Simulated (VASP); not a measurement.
A convergence study with VASP on AlN (wurtzite): one setting is varied, all else stays as given below, so the limit is that of these other settings.

```
AlN
1.0
    1.55500    -2.69334     0.00000
    1.55500     2.69334     0.00000
    0.00000     0.00000     4.98000
Al N
2 2
Direct
  0.66667   0.33333   0.50000
  0.33333   0.66667   0.00000
  0.66667   0.33333   0.88200
  0.33333   0.66667   0.38200
```

Calculation: PBE GGA, VASP's PBE PAW potentials (set 64) (plane waves; VASP). The tightest run used: 700 eV cut-off, 17×17×9 Γ-centred mesh, Gaussian smearing of 0.050 eV, potentials Al N.

The settings run are 1×1×1 mesh; 2×2×1 mesh; 3×3×2 mesh; 5×5×3 mesh; 6×6×3 mesh; 8×8×4 mesh; 10×10×6 mesh; 11×11×6 mesh; 12×12×7 mesh; 13×13×7 mesh; 14×14×8 mesh; 16×16×9 mesh; 17×17×9 mesh. From which on does the energy per atom stay within 0.01 eV/atom of the tightest run?

From 5×5×3 mesh on: it is off by 0.0020 there and by no more than 0.01 in any finer run, while 3×3×2 mesh is off by 0.0461.
| setting | E (eV/atom) | pressure (GPa) | irreducible k-points | difference judged (eV/atom) |
|---|---|---|---|---|
| 1×1×1 mesh | -4.3949 | 14.26 | 1 | 3.0501 |
| 2×2×1 mesh | -7.2051 | 3.71 | 2 | 0.2398 |
| 3×3×2 mesh | -7.3988 | 3.81 | 6 | 0.0461 |
| 5×5×3 mesh | -7.4430 | 3.75 | 10 | 0.0020 |
| 6×6×3 mesh | -7.4442 | 3.75 | 14 | 0.0008 |
| 8×8×4 mesh | -7.4449 | 3.76 | 30 | 0.0000 |
| 10×10×6 mesh | -7.4449 | 3.76 | 56 | 0.0000 |
| 11×11×6 mesh | -7.4449 | 3.76 | 64 | 0.0000 |
| 12×12×7 mesh | -7.4449 | 3.76 | 76 | 0.0000 |
| 13×13×7 mesh | -7.4449 | 3.76 | 84 | 0.0000 |
| 14×14×8 mesh | -7.4449 | 3.76 | 120 | 0.0000 |
| 16×16×9 mesh | -7.4449 | 3.76 | 150 | 0.0000 |
| 17×17×9 mesh | -7.4449 | 3.76 | 165 | 0.0000 |

Left out are rungs that failed or repeat a setting and relaxations that didn't move; long series are thinned to 24 rows.

The compound is AlN in the wurtzite structure. The cell was not relaxed at this level.
